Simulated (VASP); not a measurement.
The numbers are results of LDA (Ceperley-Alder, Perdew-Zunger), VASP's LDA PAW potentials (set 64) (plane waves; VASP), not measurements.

Input for VASP

**KPOINTS**
```
Regular mesh
0
G
 6 6 6
0 0 0
```

**POSCAR**
```
SrTiO3
1
    3.9050000000     0.0000000000     0.0000000000
    0.0000000000     3.9050000000     0.0000000000
    0.0000000000     0.0000000000     3.9050000000
Sr Ti O
1 1 3
Direct
  0.0000000000   0.0000000000   0.0000000000
  0.5000000000   0.5000000000   0.5000000000
  0.5000000000   0.0000000000   0.5000000000
  0.0000000000   0.5000000000   0.5000000000
  0.5000000000   0.5000000000   0.0000000000
```

**INCAR**
```
! general
SYSTEM =SrTiO3
PREC   =Accurate
ENCUT  =400
LREAL  =F
LASPH  =T

! electronic loop
EDIFF  =1E-6
NELM   =100
ALGO   =Normal
LMAXMIX=4

! smearing
ISMEAR =-1
SIGMA  =0.01

! ions
ISIF   =2

! output
LWAVE  =F
LCHARG =F
```

POTCAR, in this order: Sr_sv Ti_sv O (LDA.64 set). Program: vasp_std.

The run wrote:

File OSZICAR:
```
       N       E                     dE             d eps       ncg     rms          rms(c)
DAV:   1     0.388467659406E+03    0.38847E+03   -0.19027E+04   960   0.153E+03
DAV:   2    -0.185912782688E+02   -0.40706E+03   -0.40047E+03  1200   0.451E+02
DAV:   3    -0.525468902757E+02   -0.33956E+02   -0.33855E+02  1432   0.130E+02
DAV:   4    -0.540914293482E+02   -0.15445E+01   -0.15441E+01  1392   0.235E+01
DAV:   5    -0.541277442317E+02   -0.36315E-01   -0.36313E-01  1312   0.310E+00    0.271E+01
DAV:   6    -0.444254431792E+02    0.97023E+01   -0.64454E+01  1432   0.732E+01    0.173E+01
DAV:   7    -0.443253045441E+02    0.10014E+00   -0.87270E+00  1168   0.232E+01    0.108E+01
DAV:   8    -0.443223842791E+02    0.29203E-02   -0.22090E+00  1216   0.158E+01    0.330E+00
DAV:   9    -0.441958288139E+02    0.12656E+00   -0.60866E-01  1160   0.800E+00    0.826E-01
DAV:  10    -0.441982953912E+02   -0.24666E-02   -0.92320E-02  1392   0.213E+00    0.730E-01
DAV:  11    -0.441926892326E+02    0.56062E-02   -0.57995E-02  1440   0.210E+00    0.228E-01
DAV:  12    -0.441921133172E+02    0.57592E-03   -0.36429E-03  1112   0.686E-01    0.655E-02
DAV:  13    -0.441921128586E+02    0.45862E-06   -0.41858E-04  1272   0.143E-01    0.517E-02
DAV:  14    -0.441920995640E+02    0.13295E-04   -0.54323E-05  1440   0.659E-02    0.107E-02
DAV:  15    -0.441920988031E+02    0.76090E-06   -0.42154E-06  1056   0.164E-02
   1 F= -.44192099E+02 E0= -.44192099E+02  d E =-.665117E-17
```

**OUTCAR**
```
------------------------ aborting loop because EDIFF is reached ----------------------------------------
  FORCE on cell =-STRESS in cart. coord.  units (eV):
  Direction    XX          YY          ZZ          XY          YZ          ZX
  --------------------------------------------------------------------------------------
  Total       -4.2233112     -4.2233112     -4.2233112      0.0000000      0.0000000      0.0000000
  in kB     -113.6319732   -113.6319732   -113.6319732      0.0000000      0.0000000      0.0000000
  external PRESSURE =    -113.6319732 kB  Pullay stress =       0.0000000 kB
  volume of cell :       59.55
      direct lattice vectors                 reciprocal lattice vectors
     3.905000000  0.000000000  0.000000000     0.256081946  0.000000000  0.000000000
     0.000000000  3.905000000  0.000000000     0.000000000  0.256081946  0.000000000
     0.000000000  0.000000000  3.905000000     0.000000000  0.000000000  0.256081946
 POSITION                                       TOTAL-FORCE (eV/Angst)
 -----------------------------------------------------------------------------------
      0.00000      0.00000      0.00000         0.000000      0.000000      0.000000
      1.95250      1.95250      1.95250         0.000000      0.000000      0.000000
      1.95250      0.00000      1.95250         0.000000      0.000000      0.000000
      0.00000      1.95250      1.95250         0.000000      0.000000      0.000000
      1.95250      1.95250      0.00000         0.000000      0.000000      0.000000
 -----------------------------------------------------------------------------------
    total drift:                                0.000000      0.000000      0.000000
  FREE ENERGIE OF THE ION-ELECTRON SYSTEM (eV)
  ---------------------------------------------------
  free  energy   TOTEN  =       -44.1920988031 eV

  energy  without entropy=      -44.1920988031  energy(sigma->0) =      -44.19209880
```
(Selected blocks of OUTCAR.)

At this cut-off the stress carries a Pulay error, which pulls relaxed volumes low.

The structure is a typed SrTiO3 crystal (Pm-3m). The cell was not relaxed at this level.
